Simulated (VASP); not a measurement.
Data:

```xyz
2
Lattice="2.8219 0.0000 0.0000 0.0000 2.8219 0.0000 0.0000 0.0000 2.8219" Properties=species:S:1:pos:R:3 pbc="T T T"
Al     1.4110     1.4110     1.4110
Co     0.0000     0.0000     0.0000
```

Computed with PBEsol GGA, VASP's PBE PAW potentials (set 64) (plane waves; VASP 6.6.1). Numerical set-up: 480 eV cut-off, 12×12×12 Γ-centred mesh, first-order Methfessel-Paxton smearing of 0.10 eV, potentials Al Co.

Energy and stress use the plane-wave basis of the starting cell.

**Question.** The ions, cell shape and volume at an external pressure of 15.0 GPa are relaxed. What does this cell relax into?

**Answer.** 
```xyz
2
Lattice="2.7605 0.0000 0.0000 0.0000 2.7605 0.0000 0.0000 0.0000 2.7605" Properties=species:S:1:pos:R:3 pbc="T T T"
Al     1.3803     1.3803     1.3803
Co     0.0000     0.0000     0.0000
```
Space group Pm-3m (221), at a tolerance of 0.03 Å.

**Question.** How do energy and volume change from the first to the last step?

**Answer.** The energy (σ→0) changes by +32.2 meV/atom and the volume by -6.4 %, in 4 ionic steps.

```csv
step,E(σ→0) (eV),max force (eV/Å),pressure (GPa),volume (Å³)
1,-13.0808,0.000,0.23,22.47
2,-12.7142,0.000,41.69,19.27
3,-13.0190,0.000,14.65,21.06
4,-13.0165,0.000,14.99,21.04
```

The compound is CoAl in the CsCl type structure. This run relaxes it under an external pressure of 15 GPa. Symmetry was kept, so distortions that lower it aren't found. The run is not spin-polarised, so no magnetic state was tried.
